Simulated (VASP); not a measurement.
Input:

```
CELL_PARAMETERS angstrom
      0.00000     3.01044     3.01044
      3.01044     0.00000     3.01044
      3.01044     3.01044     0.00000
ATOMIC_POSITIONS crystal
  Sn 0.00000 0.00000 0.00000
  Se 0.50000 0.50000 0.50000
```

Method: PBEsol GGA, VASP's PBE PAW potentials (set 64) (plane waves; VASP). Settings: 300 eV cut-off, 7×7×7 Γ-centred mesh, Fermi-Dirac smearing of 0.10 eV, potentials Sn_d Se.

At this cut-off the stress carries a Pulay error, which pulls relaxed volumes low.

Q: Give the stress tensor in GPa (positive for a compressed cell).

A: 
```
-2.15   0.00   0.00
 0.00  -2.15   0.00
 0.00   0.00  -2.15
```
The pressure is its mean diagonal, -2.15 GPa.

The structure comes from a computed database's SnSe entry; how it stands against other phases isn't given here. The cell was not relaxed at this level.
